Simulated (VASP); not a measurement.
Level of theory: PBE GGA, VASP's PBE PAW potentials (set 64) (plane waves; VASP 6.6.1).

Input for VASP

File KPOINTS:
```
Regular mesh
0
gamma
15 15 9
```

File POSCAR:
```
Tc
1.0
  1.3489299224  -2.3364155869   0.0000000000
  1.3489299224   2.3364155869   0.0000000000
  0.0000000000   0.0000000000   4.3086430732
Tc
2
Cart
  1.3489299224   0.7788067532   1.0771607683
  1.3489299224  -0.7788067532   3.2314823049
```

**INCAR**
```
# general
SYSTEM =Tc
PREC   =Accurate
ENCUT  =500   # plane-wave cut-off (eV)
LREAL  =.FALSE.   # projection in real space or not
LASPH  =.TRUE.

# electronic loop
EDIFF  =1E-6
NELM   =100
ALGO   =Normal   # blocked Davidson
LMAXMIX=4   # l cut-off of mixed one-centre charges

# smearing
ISMEAR =1   # Methfessel-Paxton
SIGMA  =0.1   # width (eV)

# functional
GGA    =PE   # PBE

# ions
IBRION =2   # conjugate gradients
NSW    =40
ISIF   =3
EDIFFG =-0.02   # ionic stop
PSTRESS=300

# output
LWAVE  =.FALSE.
LCHARG =.FALSE.
```

POTCAR, in this order: Tc_pv (PBE.64 set). Program: vasp_std.

Output

**OSZICAR**
```
       N       E                     dE             d eps       ncg     rms          rms(c)
DAV:   1     0.305141450036E+03    0.30514E+03   -0.16569E+04  4630   0.158E+03
DAV:   2    -0.144378629820E+02   -0.31958E+03   -0.31645E+03  5143   0.451E+02
DAV:   3    -0.219042560945E+02   -0.74664E+01   -0.73157E+01  5342   0.803E+01
DAV:   4    -0.219790928325E+02   -0.74837E-01   -0.74054E-01  5067   0.761E+00
DAV:   5    -0.219797522534E+02   -0.65942E-03   -0.65883E-03  5100   0.697E-01    0.259E+01
DAV:   6    -0.207671193896E+02    0.12126E+01   -0.27349E+00  4839   0.169E+01    0.877E+00
DAV:   7    -0.206065553210E+02    0.16056E+00   -0.59688E-01  5080   0.720E+00    0.103E+00
DAV:   8    -0.205969391256E+02    0.96162E-02   -0.13719E-02  4702   0.129E+00    0.164E-01
DAV:   9    -0.205970484907E+02   -0.10937E-03   -0.24729E-04  5239   0.145E-01    0.201E-02
DAV:  10    -0.205970414291E+02    0.70616E-05   -0.11151E-05  4771   0.326E-02    0.656E-03
DAV:  11    -0.205970410190E+02    0.41012E-06   -0.35538E-07  2409   0.688E-03
   1 F= -.15511693E+02 E0= -.15511741E+02  d E =-.155117E+02
       N       E                     dE             d eps       ncg     rms          rms(c)
DAV:   1    -0.245242140094E+02   -0.39272E+01   -0.14237E+02  4624   0.140E+02    0.309E+01
DAV:   2    -0.198887017369E+02    0.46355E+01   -0.11433E+01  4631   0.395E+01    0.440E+00
DAV:   3    -0.195351205107E+02    0.35358E+00   -0.19162E+00  4987   0.143E+01    0.471E+00
DAV:   4    -0.196203961717E+02   -0.85276E-01   -0.94631E-02  4889   0.269E+00    0.611E-01
DAV:   5    -0.196283346931E+02   -0.79385E-02   -0.15992E-02  4973   0.117E+00    0.884E-02
DAV:   6    -0.196285985718E+02   -0.26388E-03   -0.35822E-04  4652   0.176E-01    0.280E-02
DAV:   7    -0.196285950229E+02    0.35489E-05   -0.62848E-06  4926   0.233E-02    0.436E-03
DAV:   8    -0.196285951291E+02   -0.10613E-06   -0.80305E-07  2367   0.799E-03
   2 F= -.15142354E+02 E0= -.15142418E+02  d E =0.369339E+00
       N       E                     dE             d eps       ncg     rms          rms(c)
DAV:   1    -0.237819460562E+02   -0.41534E+01   -0.10503E+02  4761   0.134E+02    0.195E+01
DAV:   2    -0.206127623177E+02    0.31692E+01   -0.86967E+00  4747   0.312E+01    0.388E+00
DAV:   3    -0.204426300559E+02    0.17013E+00   -0.13299E+00  4857   0.112E+01    0.235E+00
DAV:   4    -0.204993926944E+02   -0.56763E-01   -0.52125E-02  4630   0.181E+00    0.536E-01
DAV:   5    -0.205004141344E+02   -0.10214E-02   -0.10889E-02  4984   0.994E-01    0.162E-01
DAV:   6    -0.205008286274E+02   -0.41449E-03   -0.38216E-04  4708   0.165E-01    0.519E-02
DAV:   7    -0.205008320189E+02   -0.33915E-05   -0.15021E-05  4978   0.343E-02    0.524E-03
DAV:   8    -0.205008321368E+02   -0.11791E-06   -0.19178E-07  2499   0.411E-03
   3 F= -.15532432E+02 E0= -.15532577E+02  d E =-.207386E-01
       N       E                     dE             d eps       ncg     rms          rms(c)
DAV:   1    -0.204962236597E+02    0.46084E-02   -0.98194E-03  4725   0.122E+00    0.213E-01
DAV:   2    -0.204959051358E+02    0.31852E-03   -0.86523E-04  4724   0.316E-01    0.321E-02
DAV:   3    -0.204958891177E+02    0.16018E-04   -0.11947E-04  4945   0.107E-01    0.295E-02
DAV:   4    -0.204958977244E+02   -0.86067E-05   -0.52664E-06  4525   0.189E-02    0.274E-03
DAV:   5    -0.204958979550E+02   -0.23061E-06   -0.10461E-06  2394   0.101E-02
   4 F= -.15532474E+02 E0= -.15532623E+02  d E =-.207811E-01
```

OUTCAR:
```
------------------------ aborting loop because EDIFF is reached ----------------------------------------
  FORCE on cell =-STRESS in cart. coord.  units (eV):
  Direction    XX          YY          ZZ          XY          YZ          ZX
  --------------------------------------------------------------------------------------
  Total        4.9528827      4.9528845      4.9612053      0.0000000      0.0000000     -0.0000000
  in kB      299.3628729    299.3629855    299.8659126      0.0000000      0.0000000     -0.0000000
  external PRESSURE =      -0.4694097 kB  Pullay stress =     300.0000000 kB
  volume of cell :       26.51
      direct lattice vectors                 reciprocal lattice vectors
     1.338099193 -2.317656223 -0.000000000     0.373664376 -0.215735188 -0.000000000
     1.338099193  2.317656223 -0.000000000     0.373664376  0.215735188 -0.000000000
     0.000000000  0.000000000  4.273693409     0.000000000  0.000000000  0.233989644
 POSITION                                       TOTAL-FORCE (eV/Angst)
 -----------------------------------------------------------------------------------
      1.33810      0.77255      1.06842         0.000000      0.000000      0.000000
      1.33810     -0.77255      3.20527        -0.000000     -0.000000      0.000000
 -----------------------------------------------------------------------------------
    total drift:                               -0.000021      0.000584     -0.000043
  FREE ENERGIE OF THE ION-ELECTRON SYSTEM (eV)
  ---------------------------------------------------
  free  energy   TOTEN  =       -20.4958979550 eV

  energy  without entropy=      -20.4963450419  energy(sigma->0) =      -20.49604698
  enthalpy is  TOTEN    =       -15.5324741718 eV   P V=        4.9634237832

 reached required accuracy - stopping structural energy minimisation
```
(Selected blocks of OUTCAR.)

CONTCAR:
```
Tc
   1.00000000000000
     1.3380991926306049   -2.3176562229577224   -0.0000000000000000
     1.3380991926306049    2.3176562229577224   -0.0000000000000000
     0.0000000000000000    0.0000000000000000    4.2736934090745828
  Tc
     2
Direct
     0.3333330000000032    0.6666669999999968    0.2500000000000000
     0.6666669999999968    0.3333330000000032    0.7500000000000000
```

Energy and stress use the plane-wave basis of the starting cell.

The compound is Tc in the hcp structure. This run relaxes it under an external pressure of 30 GPa. Symmetry was kept, so distortions that lower it aren't found.
